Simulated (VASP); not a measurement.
Here is the system:

```xyz
2
Lattice="0.0000 2.3093 2.3093 2.3093 0.0000 2.3093 2.3093 2.3093 0.0000" Properties=species:S:1:pos:R:3 pbc="T T T"
Ca     0.0000     0.0000     0.0000
O      2.3093     2.3093     2.3093
```

Computed with PBE GGA, VASP's PBE PAW potentials (set 64) (plane waves; VASP). Settings: 620 eV cut-off, 10×10×10 Γ-centred mesh, Gaussian smearing of 0.050 eV, potentials Ca_sv O.

Question: Estimate the energy per atom (σ→0), pressure, band gap (on the k-mesh) with the smallest direct gap where there is one.

Answer: 
* **band gap (on the k-mesh)**: 3.56 eV
* **smallest direct gap (on the k-mesh)**: 3.90 eV
* **energy per atom (σ→0)**: -6.300 eV/atom
* **pressure**: 19.88 GPa

Only differences to runs with the same potentials and settings are physical.

The compound is CaO in the rock salt structure. It was relaxed first under an external pressure of 20 GPa.
